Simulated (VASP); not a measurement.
VASP ran on this input.

### INCAR
```
SYSTEM=Hg3ZnTe4
PREC=Accurate; ENCUT=400; LREAL=.FALSE.
LASPH=.TRUE.
EDIFF=1E-6; NELM=100; ALGO=Normal
LMAXMIX=6
ISMEAR=1; SIGMA=0.1
GGA=PS
IBRION=2; NSW=60; ISIF=3
EDIFFG=-0.02
LWAVE=.FALSE.; LCHARG=.FALSE.
```

POSCAR:
```
Hg3ZnTe4
1
    6.4005178493     0.0000000000    -0.0000000000
    0.0000000000     6.4005178493     0.0000000000
   -0.0000000000    -0.0000000000     6.4005178493
Zn Te Hg
1 4 3
Direct
  0.0000000000   0.0000000000   0.0000000000
  0.2386108059   0.2386108059   0.2386108059
  0.7613891941   0.7613891941   0.2386108059
  0.7613891941   0.2386108059   0.7613891941
  0.2386108059   0.7613891941   0.7613891941
  0.5000000000   0.5000000000   0.0000000000
  0.5000000000   0.0000000000   0.5000000000
  0.0000000000   0.5000000000   0.5000000000
```

File KPOINTS:
```
Regular mesh
0
gamma
 5 5 5
0 0 0
```

POTCAR, in this order: Zn Te Hg (PBE.64 set). Program: vasp_std.

Problem. Translate this PBEsol calculation to Ansatz.

Solution. One equivalent input (not run):
Ansatz 0.2 input:
```yaml
crystal:
  lattice:
    - [6.4005178, 0.0000000, 0.0000000]
    - [0.0000000, 6.4005178, 0.0000000]
    - [0.0000000, 0.0000000, 6.4005178]
  atoms:
    - { symbol: Zn, position: [0.0000000, 0.0000000, 0.0000000] }
    - { symbol: Te, position: [0.2386108, 0.2386108, 0.2386108] }
    - { symbol: Te, position: [0.7613892, 0.7613892, 0.2386108] }
    - { symbol: Te, position: [0.7613892, 0.2386108, 0.7613892] }
    - { symbol: Te, position: [0.2386108, 0.7613892, 0.7613892] }
    - { symbol: Hg, position: [0.5000000, 0.5000000, 0.0000000] }
    - { symbol: Hg, position: [0.5000000, 0.0000000, 0.5000000] }
    - { symbol: Hg, position: [0.0000000, 0.5000000, 0.5000000] }
kpoints:
  mp_grid: { grid: [5, 5, 5] }
hamiltonian:
  xc: pbesol
  pseudopotentials: { kind: paw }
scf:
  occupations: { method: methfessel_paxton, width: 0.1 }
  max_iter: 100
relax:
  max_steps: 60
  f_tol: 0.02
  cell: {}
output: { forces: true, stress: true, eigenvalues: true }
```
The two are equivalent in intent, not identical: each code has its own PAW files, so the cut-off isn't converted (ENCUT is set for VASP's; basis.ecutwfc is left out, and Ansatz then takes the one that its files recommend); Ansatz stops its SCF on the density residual and VASP on the energy change (EDIFF).

The structure was generated: Hg3ZnTe4 was put into an ordered model structure (P-43m), which need not be its known phase. This run relaxes it. Symmetry was kept, so distortions that lower it aren't found. The start is the result of an earlier pass.
